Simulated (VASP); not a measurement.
Here is the system:

```
Ce5Mg
1.0
    2.93374     1.69379     4.99275
   -2.93374     1.69379     4.99275
    0.00000    -3.38759     4.99275
Ce Mg
5 1
Direct
  0.00000   0.70869   0.29131
  0.29131   0.00000   0.70869
  0.70869   0.29131   0.00000
  0.21141   0.21141   0.21141
  0.78859   0.78859   0.78859
  0.50000   0.50000   0.50000
```

Method: PBEsol GGA with spin-orbit coupling, VASP's PBE PAW potentials (set 64) (plane waves; VASP). Settings: 400 eV cut-off, 6×6×6 Γ-centred mesh, Gaussian smearing of 0.050 eV, potentials Ce Mg.

Task: Give the energies of bands 57 to 70 at the high-symmetry points, in eV from the Fermi level.

Result: 
```
band      Γ      T     H2      L     S0      F
----  -----  -----  -----  -----  -----  -----
57    -0.21  -0.15  -0.33  -0.35  -0.48  -0.30
58    -0.21  -0.15  -0.33  -0.35  -0.47  -0.30
59    -0.12  -0.12  -0.21  -0.17  -0.27  -0.16
60    -0.12  -0.12  -0.17  -0.17  -0.24  -0.16
61    -0.12  -0.12  -0.02  -0.14   0.02  -0.11
62    -0.12  -0.12   0.00  -0.14   0.04  -0.11
63    -0.06   0.04   0.05   0.00   0.07  -0.05
64    -0.06   0.04   0.05   0.00   0.07  -0.04
65     0.07   0.08   0.18   0.09   0.17   0.04
66     0.08   0.08   0.19   0.09   0.19   0.04
67     0.10   0.13   0.19   0.14   0.23   0.07
68     0.10   0.13   0.21   0.14   0.25   0.07
69     0.16   0.28   0.23   0.34   0.27   0.20
70     0.17   0.28   0.25   0.34   0.27   0.20
```

It has no gap at this level: it comes out as a metal or semimetal.

The structure comes from a computed database's Ce5Mg entry (R32); how it stands against other phases isn't given here. It was relaxed first, which changed the volume by -9 %.
